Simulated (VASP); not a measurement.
```
MgTe
1.0
    2.28983    -3.96611     0.00000
    2.28983     3.96611     0.00000
    0.00000     0.00000     7.44966
Mg Te
2 2
Cartesian
  2.28983  -1.32204   3.72284
  2.28983   1.32204   7.44767
  2.28983  -1.32204   6.52789
  2.28983   1.32204   2.80306
```

Level of theory: optB86b-vdW, VASP's PBE PAW potentials (set 64) (plane waves; VASP 6.6.1). Numerical set-up: 520 eV cut-off, 6×6×4 Γ-centred mesh, tetrahedra with Blöchl corrections, potentials Mg Te.

Unless said otherwise, spin-orbit coupling is left out, though it shifts the bands of the heavy elements here.

**Question.** Predict the energy per atom (σ→0), band gap (on the k-mesh) with the smallest direct gap where there is one.

**Answer.** 
| Quantity | Result |
|---|---|
| band gap (on the k-mesh) | 2.44 eV |
| smallest direct gap (on the k-mesh) | 2.44 eV |
| energy per atom (σ→0) | -1.585 eV/atom |

Only differences to runs with the same potentials and settings are physical.

The compound is MgTe in the wurtzite structure. It was relaxed first.
